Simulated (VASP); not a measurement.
An input for Quantum ESPRESSO's pw.x (written as the equivalent of a VASP run, and not itself run):

```
&CONTROL
  calculation = 'scf'
  pseudo_dir = './pseudo'
  outdir = './out'
  tprnfor = .true.
  tstress = .true.
/
&SYSTEM
  ibrav = 0
  nat = 2
  ntyp = 2
  ecutwfc = 84
  occupations = 'smearing'
  smearing = 'gaussian'
  degauss = 0.003675
  input_dft = 'vdw-df-obk8'
/
&ELECTRONS
  conv_thr = 7.3e-09
  electron_maxstep = 100
/
ATOMIC_SPECIES
  Sr 87.620 Sr.upf
  O 15.999 O.upf
CELL_PARAMETERS angstrom
     0.0000000    2.5602253    2.5602253
     2.5602253    0.0000000    2.5602253
     2.5602253    2.5602253    0.0000000
ATOMIC_POSITIONS crystal
  Sr   0.0000000  0.0000000  0.0000000
  O    0.5000000  0.5000000  0.5000000
K_POINTS automatic
  9 9 9 0 0 0
```

Write the VASP files for the same calculation (optB88-vdW).

Several could match; the one computed here: 
File POSCAR:
```
SrO
1
    0.0000000000     2.5602252582     2.5602252582
    2.5602252582     0.0000000000     2.5602252582
    2.5602252582     2.5602252582     0.0000000000
Sr O
1 1
Direct
  0.0000000000   0.0000000000   0.0000000000
  0.5000000000   0.5000000000   0.5000000000
```

### INCAR
```
LWAVE=.FALSE.
SYSTEM=SrO
SIGMA=0.05   # width (eV)
NELM=100   # most electronic steps
PARAM2=0.22
AGGAC=0.0
LCHARG=.FALSE.
ALGO=Normal   # blocked Davidson
ENCUT=520
LREAL=.FALSE.   # projection in real space or not
LMAXMIX=4   # l cut-off of mixed one-centre charges
LUSE_VDW=.TRUE.
PREC=Accurate
ISIF=2
LASPH=.TRUE.   # aspherical one-centre terms
PARAM1=0.1833333333
EDIFF=1E-7
GGA=BO
ISMEAR=0   # Gaussian
```

**KPOINTS**
```
Regular mesh
0
Gamma
 9 9 9
```

POTCAR, in this order: Sr_sv O (PBE.64 set). Program: vasp_std.

The two are equivalent in intent, not identical: the potentials are each code's own (VASP's PAW set, PseudoDojo norm-conserving files in pw.x), so ENCUT and ecutwfc are chosen apart and not converted; conv_thr bounds pw.x's estimated SCF error, while EDIFF bounds the energy change between steps.

The compound is SrO in the rock salt structure. This cell is one point of a volume scan, at 0.97 of the reference volume.
